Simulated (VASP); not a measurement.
# How smearing and SCF solver change a VASP run on Si2W, part 2 of 4

A convergence test on Si2W: the smearing and SCF solver. The atoms are off their equilibrium sites, so that forces can be compared too. The series runs use LDA. The atoms of the start are displaced at random from the sites of a I4/mmm cell.

VASP 6.6.1; LDA; plane waves and PAW (Si, W).

Still holding for the runs below: The k-mesh is coarse for a metal.

So far. Step 5 (Smearing: ISMEAR = 0, SIGMA = 0.2): Against the run before the energy at zero width moves by -0.02 meV an atom and the pressure by +0.02 GPa, after 12 cycles in 6.2 s. The entropy term T·S comes to 1.46 meV an atom in size.

### 6. Smearing: ISMEAR = 0, SIGMA = 0.5

File INCAR:

```
SYSTEM = Si2W
PREC = Accurate
ENCUT = 400
EDIFF = 1E-06
NELM = 100
ISMEAR = 0
SIGMA = 0.5
LREAL = .FALSE.
ALGO = Normal
GGA = CA
NBANDS = 13
LASPH = .TRUE.
LORBIT = 11
LWAVE = .FALSE.
LCHARG = .FALSE.
KPAR = 4
ISIF = 2
```

File POSCAR:

```
Si2W
1.0
   -3.2138000000      0.0000000000      0.0000000000
    0.0000000000      3.2138000000      0.0000000000
    1.6069000000     -1.6069000000     -3.9149500000
Si W
2 1
Direct
    0.6672450000      0.6790310000      0.3321630000
    0.3467440000      0.3550360000      0.6733890000
    0.0201690000     -0.0062800000     -0.0062360000
```

File KPOINTS:

```
Automatic mesh
0
Gamma
8 8 6
0 0 0
```

Potentials, in the order of the species: Si and W (PBE family, release 64).

Command:

```console
$ mpirun -np 4 vasp_std
```

Output:

```text
[... set-up lines as in an earlier step ...]
 entering main loop
       N       E                     dE             d eps       ncg     rms          rms(c)
DAV:   1     0.151569065376E+02    0.15157E+02   -0.51202E+03  5384   0.749E+02
DAV:   2    -0.265169896834E+02   -0.41674E+02   -0.38170E+02  6470   0.163E+02
DAV:   3    -0.282305430476E+02   -0.17136E+01   -0.16780E+01  6977   0.276E+01
DAV:   4    -0.282503863500E+02   -0.19843E-01   -0.19822E-01  6031   0.344E+00
[...]
DAV:  10    -0.273300233403E+02    0.65974E-04   -0.33726E-04  6581   0.117E-01    0.562E-02
DAV:  11    -0.273300154905E+02    0.78497E-05   -0.35404E-05  6300   0.436E-02    0.187E-02
DAV:  12    -0.273300156109E+02   -0.12035E-06   -0.11964E-06  4252   0.848E-03
   1 F= -.27330016E+02 E0= -.27303554E+02  d E =-.529223E-01
```

Wall time 6.2 s (4 MPI ranks of Intel Xeon 6975P-C (Granite Rapids), shared host); peak memory 0.71 GiB; 23 s of CPU time.

OUTCAR, selected parts (step 6):

```text
  Total       -0.8445279     -0.8508338     -0.6955967      0.1690384     -0.0996143     -0.0235305
  in kB      -33.4626764    -33.7125352    -27.5615835      6.6977979     -3.9470128     -0.9323460
  external PRESSURE =     -31.5789317 kB  Pullay stress =       0.0000000 kB

 POSITION                                       TOTAL-FORCE (eV/Angst)
 -----------------------------------------------------------------------------------
     -1.61064      1.64852     -1.30040        -0.419953     -0.198044      0.128918
     -0.03230      0.05895     -2.63628        -0.173148     -0.461459      0.357589
      1.53206      1.59674     -3.89054         0.593101      0.659503     -0.486507
 -----------------------------------------------------------------------------------
    total drift:                               -0.000039     -0.000026     -0.000028

  FREE ENERGIE OF THE ION-ELECTRON SYSTEM (eV)
  ---------------------------------------------------
  free  energy   TOTEN  =       -27.3300156109 eV

  energy  without entropy=      -27.2770933403  energy(sigma->0) =      -27.30355448

[... 2 parts as in an earlier step ...]

[... 1 further part left out ...]
[key lines of the parts left out:]
E-fermi :  10.3102
```

Against the run before the energy at zero width moves by +2.30 meV an atom and the pressure by +0.26 GPa, after 12 cycles in 6.2 s. The entropy term T·S comes to 17.64 meV an atom in size.

### 7. Smearing: ISMEAR = 1, SIGMA = 0.01

INCAR: that of step 6 with these lines changed.

```diff
@@ -5,4 +5,4 @@
 NELM = 100
-ISMEAR = 0
-SIGMA = 0.5
+ISMEAR = 1
+SIGMA = 0.01
 LREAL = .FALSE.
```

POSCAR is that of step 6.

KPOINTS is that of step 6.

Command:

```console
$ mpirun -np 4 vasp_std
```

Output:

```text
[... set-up lines as in an earlier step ...]
 entering main loop
       N       E                     dE             d eps       ncg     rms          rms(c)
DAV:   1     0.152172921615E+02    0.15217E+02   -0.51202E+03  5384   0.749E+02
DAV:   2    -0.264794355105E+02   -0.41697E+02   -0.38215E+02  6470   0.163E+02
DAV:   3    -0.281937421792E+02   -0.17143E+01   -0.16771E+01  6977   0.276E+01
DAV:   4    -0.282137204371E+02   -0.19978E-01   -0.19969E-01  6031   0.344E+00
[...]
DAV:  10    -0.273106085799E+02    0.76898E-04   -0.33734E-04  6561   0.117E-01    0.573E-02
DAV:  11    -0.273106006802E+02    0.78997E-05   -0.34415E-05  6320   0.430E-02    0.185E-02
DAV:  12    -0.273106007956E+02   -0.11544E-06   -0.11790E-06  4248   0.845E-03
   1 F= -.27310601E+02 E0= -.27310604E+02  d E =0.957134E-05
```

Wall time 6 s (4 MPI ranks); peak memory 0.71 GiB; 22 s of CPU time.

From OUTCAR (step 7):

```text
  Total       -0.8351191     -0.8431342     -0.9268833      0.1715637     -0.1098751     -0.0111033
  in kB      -33.0898718    -33.4074530    -36.7258407      6.7978597     -4.3535752     -0.4399443
  external PRESSURE =     -34.4077218 kB  Pullay stress =       0.0000000 kB

 POSITION                                       TOTAL-FORCE (eV/Angst)
 -----------------------------------------------------------------------------------
     -1.61064      1.64852     -1.30040        -0.420322     -0.187805      0.193437
     -0.03230      0.05895     -2.63628        -0.162975     -0.459945      0.295022
      1.53206      1.59674     -3.89054         0.583297      0.647749     -0.488459
 -----------------------------------------------------------------------------------
    total drift:                               -0.000035     -0.000025     -0.000033

  FREE ENERGIE OF THE ION-ELECTRON SYSTEM (eV)
  ---------------------------------------------------
  free  energy   TOTEN  =       -27.3106007956 eV

  energy  without entropy=      -27.3106103670  energy(sigma->0) =      -27.31060399

[... 2 parts as in an earlier step ...]

[... 1 further part left out ...]
[key lines of the parts left out:]
E-fermi :  10.0767
```

Against the first of the series the energy at zero width stays within 0.01 meV an atom and the pressure within 0.01 GPa, after 12 cycles in 6 s. The entropy term T·S comes to 0.00 meV an atom in size.

### 8. Smearing: ISMEAR = 1, SIGMA = 0.05

INCAR: that of step 7 with these lines changed.

```diff
@@ -6,3 +6,3 @@
 ISMEAR = 1
-SIGMA = 0.01
+SIGMA = 0.05
 LREAL = .FALSE.
```

POSCAR is that of step 7.

KPOINTS is that of step 7.

Command:

```console
$ mpirun -np 4 vasp_std
```

Output:

```text
[... set-up lines as in an earlier step ...]
 entering main loop
       N       E                     dE             d eps       ncg     rms          rms(c)
DAV:   1     0.152173192401E+02    0.15217E+02   -0.51202E+03  5384   0.749E+02
DAV:   2    -0.264794863575E+02   -0.41697E+02   -0.38224E+02  6470   0.163E+02
DAV:   3    -0.281937027013E+02   -0.17142E+01   -0.16772E+01  6977   0.276E+01
DAV:   4    -0.282136735765E+02   -0.19971E-01   -0.19957E-01  6031   0.344E+00
[...]
DAV:  10    -0.273105411012E+02    0.70473E-04   -0.34849E-04  6556   0.119E-01    0.584E-02
DAV:  11    -0.273105327427E+02    0.83585E-05   -0.35322E-05  6325   0.437E-02    0.185E-02
DAV:  12    -0.273105328467E+02   -0.10399E-06   -0.12358E-06  4328   0.871E-03
   1 F= -.27310533E+02 E0= -.27310576E+02  d E =0.130534E-03
```

Wall time 6 s (4 MPI ranks); peak memory 0.72 GiB; 22 s of CPU time.

OUTCAR, selected parts (step 8):

```text
  Total       -0.8357041     -0.8431001     -0.9276838      0.1732637     -0.1080573     -0.0130636
  in kB      -33.1130499    -33.4061033    -36.7575581      6.8652173     -4.2815464     -0.5176163
  external PRESSURE =     -34.4255704 kB  Pullay stress =       0.0000000 kB

 POSITION                                       TOTAL-FORCE (eV/Angst)
 -----------------------------------------------------------------------------------
     -1.61064      1.64852     -1.30040        -0.419734     -0.188158      0.193186
     -0.03230      0.05895     -2.63628        -0.163417     -0.459384      0.295108
      1.53206      1.59674     -3.89054         0.583151      0.647542     -0.488294
 -----------------------------------------------------------------------------------
    total drift:                               -0.000043     -0.000031     -0.000015

  FREE ENERGIE OF THE ION-ELECTRON SYSTEM (eV)
  ---------------------------------------------------
  free  energy   TOTEN  =       -27.3105328467 eV

  energy  without entropy=      -27.3106633807  energy(sigma->0) =      -27.31057636

[... 2 parts as in an earlier step ...]

[... 1 further part left out ...]
[key lines of the parts left out:]
E-fermi :  10.1032
```

Against the run before the energy at zero width moves by +0.01 meV an atom while the pressure stays within 0.01 GPa, after 12 cycles in 6 s. The entropy term T·S comes to 0.04 meV an atom in size.

### 9. Smearing: ISMEAR = 1, SIGMA = 0.1

INCAR: that of step 8 with these lines changed.

```diff
@@ -6,3 +6,3 @@
 ISMEAR = 1
-SIGMA = 0.05
+SIGMA = 0.1
 LREAL = .FALSE.
```

POSCAR is that of step 8.

KPOINTS is that of step 8.

Command:

```console
$ mpirun -np 4 vasp_std
```

Output:

```text
[... set-up lines as in an earlier step ...]
 entering main loop
       N       E                     dE             d eps       ncg     rms          rms(c)
DAV:   1     0.152171678322E+02    0.15217E+02   -0.51202E+03  5384   0.749E+02
DAV:   2    -0.264796414726E+02   -0.41697E+02   -0.38220E+02  6470   0.163E+02
DAV:   3    -0.281937253572E+02   -0.17141E+01   -0.16772E+01  6977   0.276E+01
DAV:   4    -0.282136976758E+02   -0.19972E-01   -0.19960E-01  6031   0.344E+00
[...]
DAV:  10    -0.273102906328E+02    0.66100E-04   -0.32092E-04  6551   0.113E-01    0.584E-02
DAV:  11    -0.273102826923E+02    0.79405E-05   -0.34651E-05  6265   0.425E-02    0.193E-02
DAV:  12    -0.273102828172E+02   -0.12485E-06   -0.12023E-06  4287   0.856E-03
   1 F= -.27310283E+02 E0= -.27310492E+02  d E =0.628818E-03
```

Run time: 6 s. Hardware: 4 MPI ranks; peak memory 0.71 GiB.

From OUTCAR (step 9):

```text
  Total       -0.8321657     -0.8458587     -0.9285506      0.1762519     -0.1057996     -0.0159424
  in kB      -32.9728505    -33.5154078    -36.7919021      6.9836170     -4.1920907     -0.6316832
  external PRESSURE =     -34.4267201 kB  Pullay stress =       0.0000000 kB

 POSITION                                       TOTAL-FORCE (eV/Angst)
 -----------------------------------------------------------------------------------
     -1.61064      1.64852     -1.30040        -0.418759     -0.188759      0.195662
     -0.03230      0.05895     -2.63628        -0.164676     -0.458563      0.292444
      1.53206      1.59674     -3.89054         0.583435      0.647323     -0.488106
 -----------------------------------------------------------------------------------
    total drift:                               -0.000042     -0.000029     -0.000008

  FREE ENERGIE OF THE ION-ELECTRON SYSTEM (eV)
  ---------------------------------------------------
  free  energy   TOTEN  =       -27.3102828172 eV

  energy  without entropy=      -27.3109116353  energy(sigma->0) =      -27.31049242

[... 2 parts as in an earlier step ...]

[... 1 further part left out ...]
[key lines of the parts left out:]
E-fermi :  10.1255
```

Against the run before the energy at zero width moves by +0.03 meV an atom while the pressure stays within 0.01 GPa, after 12 cycles in 6 s. The entropy term T·S comes to 0.21 meV an atom in size.

### 10. Smearing: ISMEAR = 1, SIGMA = 0.2

INCAR: that of step 9 with these lines changed.

```diff
@@ -6,3 +6,3 @@
 ISMEAR = 1
-SIGMA = 0.1
+SIGMA = 0.2
 LREAL = .FALSE.
```

POSCAR is that of step 9.

KPOINTS is that of step 9.

Command:

```console
$ mpirun -np 4 vasp_std
```

Output:

```text
[... set-up lines as in an earlier step ...]
 entering main loop
       N       E                     dE             d eps       ncg     rms          rms(c)
DAV:   1     0.152170053598E+02    0.15217E+02   -0.51202E+03  5384   0.749E+02
DAV:   2    -0.264801100722E+02   -0.41697E+02   -0.38213E+02  6470   0.163E+02
DAV:   3    -0.281928463284E+02   -0.17127E+01   -0.16764E+01  6977   0.276E+01
DAV:   4    -0.282127871947E+02   -0.19941E-01   -0.19925E-01  6031   0.344E+00
[...]
DAV:  10    -0.273097350670E+02    0.64841E-04   -0.30820E-04  6586   0.110E-01    0.588E-02
DAV:  11    -0.273097273892E+02    0.76778E-05   -0.34331E-05  6254   0.419E-02    0.198E-02
DAV:  12    -0.273097275282E+02   -0.13901E-06   -0.11999E-06  4293   0.853E-03
   1 F= -.27309728E+02 E0= -.27310061E+02  d E =0.100030E-02
```

Wall time 6.2 s (4 MPI ranks); peak memory 0.72 GiB.

Parts of OUTCAR (step 10):

```text
  Total       -0.8362381     -0.8560997     -0.9103469      0.1853063     -0.1031126     -0.0198446
  in kB      -33.1342100    -33.9211838    -36.0706171      7.3423804     -4.0856223     -0.7863018
  external PRESSURE =     -34.3753370 kB  Pullay stress =       0.0000000 kB

 POSITION                                       TOTAL-FORCE (eV/Angst)
 -----------------------------------------------------------------------------------
     -1.61064      1.64852     -1.30040        -0.417184     -0.191514      0.186294
     -0.03230      0.05895     -2.63628        -0.167396     -0.457686      0.302577
      1.53206      1.59674     -3.89054         0.584580      0.649200     -0.488871
 -----------------------------------------------------------------------------------
    total drift:                               -0.000045     -0.000033      0.000005

  FREE ENERGIE OF THE ION-ELECTRON SYSTEM (eV)
  ---------------------------------------------------
  free  energy   TOTEN  =       -27.3097275282 eV

  energy  without entropy=      -27.3107278247  energy(sigma->0) =      -27.31006096

[... 2 parts as in an earlier step ...]

[... 1 further part left out ...]
[key lines of the parts left out:]
E-fermi :  10.1502
```

Against the run before the energy at zero width moves by +0.14 meV an atom and the pressure by +0.01 GPa, after 12 cycles in 6.2 s. The entropy term T·S comes to 0.33 meV an atom in size.

### 11. Smearing: ISMEAR = 1, SIGMA = 0.5

INCAR: that of step 10 with these lines changed.

```diff
@@ -6,3 +6,3 @@
 ISMEAR = 1
-SIGMA = 0.2
+SIGMA = 0.5
 LREAL = .FALSE.
```

POSCAR is that of step 10.

KPOINTS is that of step 10.

Command:

```console
$ mpirun -np 4 vasp_std
```

Output:

```text
[... set-up lines as in an earlier step ...]
 entering main loop
       N       E                     dE             d eps       ncg     rms          rms(c)
DAV:   1     0.152152958105E+02    0.15215E+02   -0.51202E+03  5384   0.749E+02
DAV:   2    -0.264797561603E+02   -0.41695E+02   -0.38197E+02  6470   0.163E+02
DAV:   3    -0.281919843914E+02   -0.17122E+01   -0.16769E+01  6977   0.276E+01
DAV:   4    -0.282118032190E+02   -0.19819E-01   -0.19797E-01  6031   0.343E+00
[...]
DAV:  10    -0.273033268803E+02    0.68765E-04   -0.34518E-04  6561   0.119E-01    0.565E-02
DAV:  11    -0.273033189572E+02    0.79231E-05   -0.34788E-05  6310   0.435E-02    0.187E-02
DAV:  12    -0.273033190726E+02   -0.11545E-06   -0.11994E-06  4268   0.842E-03
   1 F= -.27303319E+02 E0= -.27309135E+02  d E =0.174475E-01
```

It took 6.2 s on 4 MPI ranks; peak memory 0.69 GiB; 23 s of CPU time.

From OUTCAR (step 11):

```text
  Total       -0.8605432     -0.8682450     -0.9253428      0.1819368     -0.0998998     -0.0249485
  in kB      -34.0972485    -34.4024184    -36.6648010      7.2088702     -3.9583252     -0.9885318
  external PRESSURE =     -35.0548226 kB  Pullay stress =       0.0000000 kB

 POSITION                                       TOTAL-FORCE (eV/Angst)
 -----------------------------------------------------------------------------------
     -1.61064      1.64852     -1.30040        -0.415300     -0.194730      0.175454
     -0.03230      0.05895     -2.63628        -0.169702     -0.457033      0.314019
      1.53206      1.59674     -3.89054         0.585002      0.651764     -0.489472
 -----------------------------------------------------------------------------------
    total drift:                               -0.000035     -0.000022     -0.000040

  FREE ENERGIE OF THE ION-ELECTRON SYSTEM (eV)
  ---------------------------------------------------
  free  energy   TOTEN  =       -27.3033190726 eV

  energy  without entropy=      -27.3207665879  energy(sigma->0) =      -27.30913491

[... 2 parts as in an earlier step ...]

[... 1 further part left out ...]
[key lines of the parts left out:]
E-fermi :  10.2863
```

Against the run before the energy at zero width moves by +0.31 meV an atom and the pressure by -0.07 GPa, after 12 cycles in 6.2 s. The entropy term T·S comes to 5.82 meV an atom in size.

### 12. Smearing: ISMEAR = -5

INCAR: that of step 11 with these lines changed.

```diff
@@ -5,4 +5,4 @@
 NELM = 100
-ISMEAR = 1
-SIGMA = 0.5
+ISMEAR = -5
+SIGMA = 0.05
 LREAL = .FALSE.
```

POSCAR is that of step 11.

KPOINTS is that of step 11.

Command:

```console
$ mpirun -np 4 vasp_std
```

Output:

```text
[... set-up lines as in an earlier step ...]
 entering main loop
       N       E                     dE             d eps       ncg     rms          rms(c)
DAV:   1     0.152216692366E+02    0.15222E+02   -0.51202E+03  5384   0.749E+02
DAV:   2    -0.264789256113E+02   -0.41701E+02   -0.38582E+02  6470   0.163E+02
DAV:   3    -0.281932759158E+02   -0.17144E+01   -0.16882E+01  6977   0.276E+01
DAV:   4    -0.282131021519E+02   -0.19826E-01   -0.19854E-01  6031   0.344E+00
[...]
DAV:  12    -0.273088403626E+02   -0.47515E-05   -0.11832E-06  4305   0.847E-03    0.581E-03
DAV:  13    -0.273088392500E+02    0.11126E-05   -0.17892E-07  3338   0.364E-03    0.131E-03
DAV:  14    -0.273088392304E+02    0.19557E-07   -0.19894E-08  3028   0.125E-03
   1 F= -.27308839E+02 E0= -.27308839E+02  d E =0.000000E+00
 -----------------------------------------------------------------------------
|                                                                             |
|           W    W    AA    RRRRR   N    N  II  N    N   GGGG   !!!           |
|           W    W   A  A   R    R  NN   N  II  NN   N  G    G  !!!           |
|           W    W  A    A  R    R  N N  N  II  N N  N  G       !!!           |
|           W WW W  AAAAAA  RRRRR   N  N N  II  N  N N  G  GGG   !            |
|           WW  WW  A    A  R   R   N   NN  II  N   NN  G    G                |
|           W    W  A    A  R    R  N    N  II  N    N   GGGG   !!!           |
|                                                                             |
|     Tetrahedron method does not include variations of the Fermi             |
|     occupations, so forces and stress will be inaccurate. We suggest        |
|     using a different smearing scheme ISMEAR = 1 or 2 for metals in         |
|     relaxations.                                                            |
|                                                                             |
 -----------------------------------------------------------------------------
```

The job ended after 7.4 s (4 MPI ranks; peak memory 0.72 GiB).

Parts of OUTCAR (step 12):

```text
  Total       -0.8251883     -0.8365183     -0.9229538      0.1719842     -0.0972893     -0.0264201
  in kB      -32.6963839    -33.1453137    -36.5701407      6.8145189     -3.8548881     -1.0468409
  external PRESSURE =     -34.1372794 kB  Pullay stress =       0.0000000 kB

 POSITION                                       TOTAL-FORCE (eV/Angst)
 -----------------------------------------------------------------------------------
     -1.61064      1.64852     -1.30040        -0.412711     -0.188654      0.205470
     -0.03230      0.05895     -2.63628        -0.164088     -0.453700      0.279664
      1.53206      1.59674     -3.89054         0.576799      0.642354     -0.485134
 -----------------------------------------------------------------------------------
    total drift:                               -0.000007     -0.000001      0.000026

  FREE ENERGIE OF THE ION-ELECTRON SYSTEM (eV)
  ---------------------------------------------------
  free  energy   TOTEN  =       -27.3088392304 eV

  energy  without entropy=      -27.3088392304  energy(sigma->0) =      -27.30883923

[... 2 parts as in an earlier step ...]

[... 1 further part left out ...]
[key lines of the parts left out:]
E-fermi :  10.3102
```

With tetrahedra the forces and stress of a metal are not exact derivatives of the energy.

Against the first of the series the energy at zero width moves by +0.59 meV an atom and the pressure by +0.03 GPa, after 14 cycles in 7.4 s.

(Part 2 of 4 ends here.)

[Lines on the potential files, build, host, timing and source positions are cut from VASP's logs without a mark.]

[Logs are printed without paths, hosts, clocks, repeated set-up lines and the standing remarks that a program may print on its own settings, such as how far it seeks lower states.]

[Hosts, paths, dates, database ids (printed as entryN), source tags and the programs' standing remarks are cut or masked in the printed files.]

[A measured line is paired with the nearest computed mode of its activity, which favours agreement.]
